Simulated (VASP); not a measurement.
A run of VASP 6.6.1 is set up as follows.

File INCAR:

```
  PREC = Accurate
  ENCUT = 520
  EDIFF = 1E-7
  ISMEAR = 0
  SIGMA = 0.03
  LREAL = False
  LASPH = True
  NELM = 100
  ALGO = Normal
  ISIF = 2
  LWAVE = False
  LCHARG = True
  LDIPOL = True
  IDIPOL = 3
  DIPOL = 0.5 0.5 0.500
  GGA = PE
  LVHAR = True
  LVACPOTAV = True
  KPAR = 4
```

Contents of KPOINTS:

```
regular mesh
0
Gamma
  12 12 1
```

File POSCAR:

```
Bi2Se3                                  
1.0
    4.1246923400     -0.0000000000      0.0000000000
   -2.0623461700      3.5720883476      0.0000000000
    0.0000000000      0.0000000000     23.0200000000
  Se              Bi            
     3     2
Direct
     0.6666669999999968    0.3333330000000032    0.3471243528628000
     0.0000000000000000    0.0000000000000000    0.5000000000000000
     0.3333330000000032    0.6666669999999968    0.6528756471371999
     0.3333330000000032    0.6666669999999968    0.4157992821000241
     0.6666669999999968    0.3333330000000032    0.5842007178999757
```

Potentials or basis: VASP PAW PBE potentials, release 64 (Se, Bi_d).

The run is started by

```console
$ cat potpaw_PBE.64/Se/POTCAR potpaw_PBE.64/Bi_d/POTCAR > POTCAR
$ mpirun -np 4 vasp_std > vasp.out
```

Task: What does it give for the ionisation potential of the upper face?

Result: 5.94 eV.

Task: Estimate the largest force.

Result: 0.103 eV/Å.

Task: Predict the band gap on the k mesh.

Result: 0.94 eV, indirect (least direct gap 1.30 eV).

Forces on the atoms (eV/Å):
```
Se   0.000  0.000 -0.103
Se   0.000  0.000  0.000
Se   0.000  0.000  0.103
Bi   0.000  0.000 -0.090
Bi   0.000  0.000  0.090
```

Caveat: spin-orbit coupling is left out, which as a rule narrows the gap of such compounds by several tenths of an eV. As with any semilocal functional, this PBE gap is likely too small.
